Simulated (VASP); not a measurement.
VASP runs on MnS (rock salt, AFM-II order) share one base input (PBE GGA, plane waves, VASP's PBE PAW potentials (set 64)) and change the settings named in each case.

**KPOINTS**
```
Automatic mesh
0
Gamma
6 6 6
0 0 0
```

INCAR:
```
! general
SYSTEM   =  MnS
PREC     =  Accurate
ENCUT    =  400
LREAL    =  .FALSE.   ! projection in real space or not
LASPH    =  .TRUE.   ! aspherical one-centre terms

! electronic loop
EDIFF    =  1E-6   ! SCF stop (eV)
NELM     =  100   ! most electronic steps
ALGO     =  Normal   ! blocked Davidson
LMAXMIX  =  4   ! l cut-off of mixed one-centre charges

! smearing
ISMEAR   =  0
SIGMA    =  0.05

! functional
GGA      =  PE   ! PBE

! spin
ISPIN    =  2
MAGMOM   =  5.0 -5.0 0.0 0.0

! ions
ISIF     =  2

! output
LWAVE    =  .FALSE.
LCHARG   =  .FALSE.
LORBIT   =  10
```

POSCAR:
```
MnS
5.32440
  1.0000000000   0.5000000000   0.5000000000
  0.5000000000   1.0000000000   0.5000000000
  0.5000000000   0.5000000000   1.0000000000
Mn S
2 2
Cartesian
  0.0000000000   0.0000000000   0.0000000000
  1.0000000000   1.0000000000   1.0000000000
  0.5000000000   0.5000000000   0.5000000000
  1.5000000000   1.5000000000   1.5000000000
```

POTCAR, in this order: Mn_pv S (PBE.64 set). Program: vasp_std.

| change | E(σ→0) (eV/atom) | pressure (GPa) | gap on the mesh (eV) |
|---|---|---|---|
| base run | -7.0622 | -7.41 | 1.07 |
| LDAU = .TRUE., LDAUJ = 0 0, LDAUL = 2 -1, LDAUTYPE = 2, LDAUU = 6.0 0 | -6.2885 | -1.18 | 2.39 |
| LDAU = .TRUE., LDAUJ = 0 0, LDAUL = 2 -1, LDAUTYPE = 2, LDAUU = 8.0 0 | -6.1075 | 0.07 | 2.48 |
| LDAU = .TRUE., LDAUJ = 0 0, LDAUL = 2 -1, LDAUTYPE = 2, LDAUU = 5.0 0, LMAXMIX = 2 | -6.3902 | -1.99 | 2.34 |
 Energies of different potentials or functionals have different zeros.

Left out are runs that ran out of time, are held back, or changed the cell or the kind of run, fixed moments of cells without a moment, rows past the twelfth, gaps on odd meshes, pressures of charged cells and columns that move by less than the noise.

The compound is MnS in the rock salt, AFM-II order structure. The cell was not relaxed at this level. The spin order is the one that the start imposed; others were not tried in this run.
